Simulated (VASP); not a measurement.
Computed with PBEsol GGA, VASP's PBE PAW potentials (set 64) (plane waves; VASP).

The input files of a VASP run:

### POSCAR
```
Hg
4.1947140
 -0.6597114845   0.6597114845   0.3599465899
  0.6597114845  -0.6597114845   0.3599465899
  0.6597114845   0.6597114845  -0.3599465899
Hg
2
Direct
  0.7500000000   0.2500000000   0.5000000000
  0.0000000000   0.0000000000   0.0000000000
```

### INCAR
```
SYSTEM = Hg
PREC = Accurate; ENCUT = 300; LREAL = F
LASPH = T
EDIFF = 1E-6; NELM = 100; ALGO = Normal
LMAXMIX = 6
ISMEAR = 0; SIGMA = 0.1
GGA = PS
ISIF = 2
LWAVE = F; LCHARG = F
```

### KPOINTS
```
Automatic mesh
0
Gamma
8 8 8
0 0 0
```

POTCAR, in this order: Hg (PBE.64 set). Program: vasp_std.

The run wrote:

File OSZICAR:
```
       N       E                     dE             d eps       ncg     rms          rms(c)
DAV:   1     0.120184725143E+03    0.12018E+03   -0.96491E+03  1992   0.942E+02
DAV:   2     0.822418746302E+00   -0.11936E+03   -0.11653E+03  2000   0.293E+02
DAV:   3    -0.121013691712E+01   -0.20326E+01   -0.20297E+01  2344   0.443E+01
DAV:   4    -0.121196539235E+01   -0.18285E-02   -0.18285E-02  2216   0.113E+00
DAV:   5    -0.121196861438E+01   -0.32220E-05   -0.32219E-05  2368   0.467E-02    0.705E+00
DAV:   6    -0.109188410812E+01    0.12008E+00   -0.29550E-01  2088   0.618E+00    0.511E+00
DAV:   7    -0.107703013830E+01    0.14854E-01   -0.52037E-02  2232   0.219E+00    0.184E+00
DAV:   8    -0.107547897133E+01    0.15512E-02   -0.58346E-03  1952   0.101E+00    0.111E-01
DAV:   9    -0.107549021768E+01   -0.11246E-04   -0.20061E-05  2424   0.509E-02    0.265E-02
DAV:  10    -0.107550386784E+01   -0.13650E-04   -0.83764E-06  2024   0.283E-02    0.646E-03
DAV:  11    -0.107550417324E+01   -0.30541E-06   -0.82558E-07  1296   0.109E-02
   1 F= -.10755042E+01 E0= -.10742822E+01  d E =-.244386E-02
```

### OUTCAR
```
------------------------ aborting loop because EDIFF is reached ----------------------------------------
  FORCE on cell =-STRESS in cart. coord.  units (eV):
  Direction    XX          YY          ZZ          XY          YZ          ZX
  --------------------------------------------------------------------------------------
  Total        1.3885460      1.3885460      0.4960148      0.0000000      0.0000000      0.0000000
  in kB       48.1013922     48.1013922     17.1827237      0.0000000      0.0000000      0.0000000
  external PRESSURE =      37.7951694 kB  Pullay stress =       0.0000000 kB
  volume of cell :       46.25
      direct lattice vectors                 reciprocal lattice vectors
    -2.767301000  2.767301000  1.509873000     0.000000000  0.180681465  0.331153680
     2.767301000 -2.767301000  1.509873000     0.180681465  0.000000000  0.331153680
     2.767301000  2.767301000 -1.509873000     0.180681465  0.180681465  0.000000000
 POSITION                                       TOTAL-FORCE (eV/Angst)
 -----------------------------------------------------------------------------------
      0.00000      2.76730      0.75494        -0.000000      0.000000     -0.000000
      0.00000      0.00000      0.00000         0.000000     -0.000000      0.000000
 -----------------------------------------------------------------------------------
    total drift:                                0.000000      0.000000     -0.000000
  FREE ENERGIE OF THE ION-ELECTRON SYSTEM (eV)
  ---------------------------------------------------
  free  energy   TOTEN  =        -1.0755041732 eV

  energy  without entropy=       -1.0730603159  energy(sigma->0) =       -1.07428224
```
(Selected blocks of OUTCAR.)

The structure was generated: Hg was put into an ordered model structure, which need not be its known phase. The cell was not relaxed at this level, and its volume differs by -5.9 % from the start's.
